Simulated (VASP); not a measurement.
An input for Ansatz (written as the equivalent of a VASP run, and not itself run):

Ansatz 0.2 input:
```yaml
crystal:
  lattice:
    - [3.7609530, 0.0000000, 0.0000000]
    - [-1.8804760, 3.2570800, 0.0000000]
    - [0.0000000, 0.0000000, 23.1593000]
  atoms:
    - { symbol: La, position: [0.3258030, 0.6679990, 0.3014200] }
    - { symbol: La, position: [0.6671710, 0.3355250, 0.4340100] }
    - { symbol: La, position: [0.3255570, 0.6639070, 0.5661230] }
    - { symbol: La, position: [0.6814700, 0.3325690, 0.6984470] }
kpoints:
  mp_grid: { grid: [8, 8, 1] }
hamiltonian:
  xc: lda
  pseudopotentials: { kind: paw }
scf:
  occupations: { method: methfessel_paxton, width: 0.05 }
  max_iter: 100
output: { forces: true, stress: true, eigenvalues: true }
```

**Question.** Write the VASP files for the same calculation (LDA).

**Answer.** One answer among several that fit: 
**INCAR**
```
ALGO = Normal
EDIFF = 1E-03
ENCUT = 210
ISIF = 2
ISMEAR = 1
LASPH = T
LCHARG = F
LMAXMIX = 6
LREAL = F
LWAVE = F
NELM = 100
PREC = Accurate
SIGMA = 0.05
SYSTEM = La
```

**POSCAR**
```
La
1
    3.7609530000     0.0000000000     0.0000000000
   -1.8804760000     3.2570800000     0.0000000000
    0.0000000000     0.0000000000    23.1593000000
La
4
Direct
  0.3258030000   0.6679990000   0.3014200000
  0.6671710000   0.3355250000   0.4340100000
  0.3255570000   0.6639070000   0.5661230000
  0.6814700000   0.3325690000   0.6984470000
```

### KPOINTS
```
Automatic
0
Gamma
 8 8 1
0 0 0
```

POTCAR, in this order: La (LDA.64 set). Program: vasp_std.

The two are equivalent in intent, not identical: each code has its own PAW files, so the cut-off isn't converted (ENCUT is set for VASP's; basis.ecutwfc is left out, and Ansatz then takes the one that its files recommend); Ansatz stops its SCF on the density residual and VASP on the energy change (EDIFF); Ansatz's lda is the Perdew-Wang form, while the LDA potentials of VASP carry Perdew-Zunger's.

The cell is a sheet with vacuum, built from a generated structure.
